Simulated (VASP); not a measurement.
Calculation: PBE GGA, VASP's PBE PAW potentials (set 64) (plane waves; VASP 6.6.1).

VASP ran on this input.

### POSCAR
```
Ru
1
    1.3595950304    -2.3548878277     0.0000000000
    1.3595950304     2.3548878277     0.0000000000
    0.0000000000     0.0000000000     4.2855853732
Ru
2
Direct
  0.3333330000   0.6666670000   0.2500000000
  0.6666670000   0.3333330000   0.7500000000
```

**KPOINTS**
```
Automatic mesh
0
Gamma
15 15 9
0 0 0
```

### INCAR
```
SYSTEM = Ru
PREC = Accurate
ENCUT = 500
EDIFF = 1E-6
NELM = 100
ALGO = Normal
LREAL = .FALSE.
LASPH = .TRUE.
ISMEAR = 1
SIGMA = 0.1
GGA = PE
LMAXMIX = 4
LWAVE = .FALSE.
LCHARG = .FALSE.
IBRION = 2
ISIF = 3
NSW = 40
EDIFFG = -0.02
```

POTCAR, in this order: Ru_pv (PBE.64 set). Program: vasp_std.

Output

OUTCAR:
```
 ion  position               nearest neighbor table
   1  0.333  0.667  0.250-   2 2.66   2 2.66   2 2.66   2 2.66   2 2.66   2 2.66
   2  0.667  0.333  0.750-   1 2.66   1 2.66   1 2.66   1 2.66   1 2.66   1 2.66
  LATTYP: Found a hexagonal cell.
 ALAT       =     2.7191901971
 C/A-ratio  =     1.5760520827
 Subroutine PRICEL returns:
 Original cell was already a primitive cell.
 Subroutine GETGRP returns: Found 24 space group operations
The static configuration has the point symmetry D_3d.
 The point group associated with its full space group is D_6h.
The dynamic configuration has the point symmetry D_3d.
 Subroutine INISYM returns: Found 24 space group operations
 Subroutine IBZKPT returns following result:
 Found    135 irreducible k-points:

 Following reciprocal coordinates:
            Coordinates               Weight
  0.000000  0.000000  0.000000      1.000000
  0.066667  0.000000  0.000000      6.000000
  0.133333  0.000000  0.000000      6.000000
  0.200000  0.000000  0.000000      6.000000
  0.266667  0.000000  0.000000      6.000000
  0.333333  0.000000  0.000000      6.000000
  0.400000  0.000000  0.000000      6.000000
  0.466667  0.000000  0.000000      6.000000
  0.066667  0.066667  0.000000      6.000000
  0.133333  0.066667  0.000000     12.000000
  0.200000  0.066667  0.000000     12.000000
  0.266667  0.066667  0.000000     12.000000
  0.333333  0.066667  0.000000     12.000000
  0.400000  0.066667  0.000000     12.000000
  0.466667  0.066667  0.000000      6.000000
  0.133333  0.133333  0.000000      6.000000
  0.200000  0.133333  0.000000     12.000000
  0.266667  0.133333  0.000000     12.000000
  0.333333  0.133333  0.000000     12.000000
  0.400000  0.133333  0.000000     12.000000
  0.200000  0.200000  0.000000      6.000000
  0.266667  0.200000  0.000000     12.000000
  0.333333  0.200000  0.000000     12.000000
  0.400000  0.200000  0.000000      6.000000
  0.266667  0.266667  0.000000      6.000000
  0.333333  0.266667  0.000000     12.000000
  0.333333  0.333333  0.000000      2.000000
  0.000000  0.000000  0.111111      2.000000
  0.066667  0.000000  0.111111     12.000000
  0.133333  0.000000  0.111111     12.000000
  0.200000  0.000000  0.111111     12.000000
  0.266667  0.000000  0.111111     12.000000
  0.333333  0.000000  0.111111     12.000000
  0.400000  0.000000  0.111111     12.000000
  0.466667  0.000000  0.111111     12.000000
  0.066667  0.066667  0.111111     12.000000
  0.133333  0.066667  0.111111     24.000000
  0.200000  0.066667  0.111111     24.000000
  0.266667  0.066667  0.111111     24.000000
  0.333333  0.066667  0.111111     24.000000
   k-points           NKPTS =    135   k-points in BZ     NKDIM =    135   number of bands    NBANDS=     18
   number of dos      NEDOS =    301   number of ions     NIONS =      2
   total plane-waves  NPLWV =  12800
   dimension x,y,z NGX =    20 NGY =   20 NGZ =   32
   dimension x,y,z NGXF=    40 NGYF=   40 NGZF=   64
   ions per type =               2
   PREC   = accura    normal or accurate (medium, high low for compatibility)
   ISTART =      0    job   : 0-new  1-cont  2-samecut
   ICHARG =      2    charge: 1-file 2-atom 10-const
   ISPIN  =      1    spin polarized calculation?
   LNONCOLLINEAR =      F non collinear calculations
   LSORBIT =      F    spin-orbit coupling
   INIWAV =      1    electr: 0-lowe 1-rand  2-diag
   ENCUT  =  500.0 eV  36.75 Ry    6.06 a.u.   4.96  4.96  7.81*2*pi/ulx,y,z
   NELM   =    100;   NELMIN=  2; NELMDL= -5     # of ELM steps
   EDIFF  = 0.1E-05   stopping-criterion for ELM
   LREAL  =      F    real-space projection
...
```

**OSZICAR**
```
       N       E                     dE             d eps       ncg     rms          rms(c)
DAV:   1     0.279156670379E+03    0.27916E+03   -0.17771E+04  4876   0.168E+03
DAV:   2    -0.133283630301E+02   -0.29249E+03   -0.28692E+03  5152   0.486E+02
DAV:   3    -0.197530404375E+02   -0.64247E+01   -0.62297E+01  5146   0.772E+01
DAV:   4    -0.198277336289E+02   -0.74693E-01   -0.74510E-01  5938   0.700E+00
DAV:   5    -0.198287366415E+02   -0.10030E-02   -0.10030E-02  5200   0.784E-01    0.173E+01
DAV:   6    -0.185625021810E+02    0.12662E+01   -0.35246E+00  4918   0.195E+01    0.446E+00
DAV:   7    -0.184801370004E+02    0.82365E-01   -0.25487E-01  4990   0.475E+00    0.109E+00
DAV:   8    -0.184717803051E+02    0.83567E-02   -0.67714E-03  4996   0.965E-01    0.117E-01
DAV:   9    -0.184718551695E+02   -0.74864E-04   -0.47876E-04  6472   0.228E-01    0.482E-02
DAV:  10    -0.184718660594E+02   -0.10890E-04   -0.15466E-05  5178   0.414E-02    0.603E-03
DAV:  11    -0.184718684133E+02   -0.23539E-05   -0.85674E-07  3070   0.953E-03    0.324E-03
DAV:  12    -0.184718678159E+02    0.59741E-06   -0.11693E-07  2488   0.334E-03
   1 F= -.18471868E+02 E0= -.18471340E+02  d E =-.184719E+02
       N       E                     dE             d eps       ncg     rms          rms(c)
DAV:   1    -0.185396495530E+02   -0.67781E-01   -0.16546E+00  4894   0.149E+01    0.202E+00
DAV:   2    -0.184721332901E+02    0.67516E-01   -0.19406E-01  4916   0.471E+00    0.408E-01
DAV:   3    -0.184698110443E+02    0.23222E-02   -0.10814E-02  4958   0.947E-01    0.186E-01
DAV:   4    -0.184701278760E+02   -0.31683E-03   -0.11248E-03  6268   0.268E-01    0.516E-02
DAV:   5    -0.184701682893E+02   -0.40413E-04   -0.64317E-05  5306   0.767E-02    0.221E-02
DAV:   6    -0.184701705096E+02   -0.22203E-05   -0.10013E-05  5104   0.297E-02    0.711E-03
DAV:   7    -0.184701715309E+02   -0.10212E-05   -0.48044E-07  2544   0.721E-03    0.123E-03
DAV:   8    -0.184701715370E+02   -0.61250E-08   -0.94262E-08  2462   0.259E-03
   2 F= -.18470172E+02 E0= -.18469780E+02  d E =0.169628E-02
       N       E                     dE             d eps       ncg     rms          rms(c)
DAV:   1    -0.185037254189E+02   -0.33554E-01   -0.75691E-01  4892   0.100E+01    0.143E+00
DAV:   2    -0.184734607544E+02    0.30265E-01   -0.84985E-02  4910   0.313E+00    0.281E-01
DAV:   3    -0.184721487297E+02    0.13120E-02   -0.57893E-03  4964   0.703E-01    0.145E-01
DAV:   4    -0.184723247278E+02   -0.17600E-03   -0.53534E-04  6268   0.189E-01    0.366E-02
DAV:   5    -0.184723548334E+02   -0.30106E-04   -0.58581E-05  5172   0.724E-02    0.147E-02
DAV:   6    -0.184723534697E+02    0.13637E-05   -0.97121E-06  5006   0.309E-02    0.521E-03
DAV:   7    -0.184723523725E+02    0.10972E-05   -0.24568E-07  2478   0.509E-03    0.105E-03
DAV:   8    -0.184723526095E+02   -0.23700E-06   -0.58914E-08  2462   0.210E-03
   3 F= -.18472353E+02 E0= -.18471858E+02  d E =-.484794E-03
       N       E                     dE             d eps       ncg     rms          rms(c)
DAV:   1    -0.184758603809E+02   -0.35080E-02   -0.11116E-01  4918   0.324E+00    0.407E-01
DAV:   2    -0.184727459202E+02    0.31145E-02   -0.65376E-03  4902   0.833E-01    0.127E-01
DAV:   3    -0.184723725211E+02    0.37340E-03   -0.10772E-03  5306   0.262E-01    0.425E-02
DAV:   4    -0.184723762348E+02   -0.37137E-05   -0.87569E-05  7030   0.758E-02    0.165E-02
DAV:   5    -0.184723801220E+02   -0.38872E-05   -0.82441E-06  5248   0.263E-02    0.533E-03
DAV:   6    -0.184723799234E+02    0.19854E-06   -0.23021E-06  3690   0.152E-02
   4 F= -.18472380E+02 E0= -.18471947E+02  d E =-.273139E-04
       N       E                     dE             d eps       ncg     rms          rms(c)
DAV:   1    -0.184731468117E+02   -0.76669E-03   -0.22479E-02  4918   0.146E+00    0.183E-01
DAV:   2    -0.184725213776E+02    0.62543E-03   -0.13302E-03  4902   0.377E-01    0.568E-02
DAV:   3    -0.184724440823E+02    0.77295E-04   -0.21566E-04  5306   0.117E-01    0.188E-02
DAV:   4    -0.184724416082E+02    0.24741E-05   -0.17593E-05  7014   0.340E-02    0.733E-03
DAV:   5    -0.184724412834E+02    0.32478E-06   -0.14708E-06  3082   0.115E-02
   5 F= -.18472441E+02 E0= -.18471978E+02  d E =-.886739E-04
```

### OUTCAR
```
------------------------ aborting loop because EDIFF is reached ----------------------------------------
  FORCE on cell =-STRESS in cart. coord.  units (eV):
  Direction    XX          YY          ZZ          XY          YZ          ZX
  --------------------------------------------------------------------------------------
  Total       -0.0095233     -0.0095233     -0.0071201      0.0000000      0.0000000      0.0000000
  in kB       -0.5544971     -0.5544972     -0.4145657      0.0000000      0.0000000      0.0000000
  external PRESSURE =      -0.5078533 kB  Pullay stress =       0.0000000 kB
  volume of cell :       27.52
      direct lattice vectors                 reciprocal lattice vectors
     1.359061111 -2.353963053 -0.000000000     0.367901043 -0.212407752  0.000000000
     1.359061111  2.353963053  0.000000000     0.367901043  0.212407752  0.000000000
     0.000000000  0.000000000  4.300630624     0.000000000 -0.000000000  0.232524038
 POSITION                                       TOTAL-FORCE (eV/Angst)
 -----------------------------------------------------------------------------------
      1.35906      0.78466      1.07516         0.000000      0.000000      0.000000
      1.35906     -0.78466      3.22547        -0.000000     -0.000000      0.000000
 -----------------------------------------------------------------------------------
    total drift:                               -0.000000      0.000514     -0.000045
  FREE ENERGIE OF THE ION-ELECTRON SYSTEM (eV)
  ---------------------------------------------------
  free  energy   TOTEN  =       -18.4724412834 eV

  energy  without entropy=      -18.4710514331  energy(sigma->0) =      -18.47197800

 reached required accuracy - stopping structural energy minimisation
```
(Selected blocks of OUTCAR.)

CONTCAR:
```
Ru
   1.00000000000000
     1.3590611114258055   -2.3539630527237776   -0.0000000000000000
     1.3590611114258055    2.3539630527237776    0.0000000000000000
     0.0000000000000000    0.0000000000000000    4.3006306237914735
  Ru
     2
Direct
     0.3333330000000032    0.6666669999999968    0.2500000000000000
     0.6666669999999968    0.3333330000000032    0.7500000000000000
```

The compound is Ru in the hcp structure. This run relaxes it. Symmetry was kept, so distortions that lower it aren't found.
